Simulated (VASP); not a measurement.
Input:

```xyz
2
Lattice="1.8482 -3.2012 0.0000 1.8482 3.2012 0.0000 0.0000 0.0000 5.6399" Properties=species:S:1:pos:R:3 pbc="T T T"
Gd     1.8482     1.0671     1.4100
Gd     1.8482    -1.0671     4.0299
```

All values below come from r2SCAN meta-GGA, VASP's PBE PAW potentials (set 64) (plane waves; VASP). Numerical set-up: 480 eV cut-off, 10×10×6 Γ-centred mesh, first-order Methfessel-Paxton smearing of 0.10 eV, potentials Gd_3.

The 4f electrons are frozen in the core of the lanthanide potential, so 4f levels, which can set the real gap, and their magnetism are missing.

### Question
Predict the energy per atom (σ→0), largest force, band gap (on the k-mesh) with the smallest direct gap where there is one.

### Answer

| Item | Value |
|---|---|
| band gap (on the k-mesh) | none (metal, semimetal or under 0.01 eV) |
| energy per atom (σ→0) | -30.564 eV/atom |
| largest force | 0.809 eV/Å |

Only differences to runs with the same potentials and settings are physical.

The compound is Gd in the hcp structure. This cell was strained or had an atom moved on purpose.
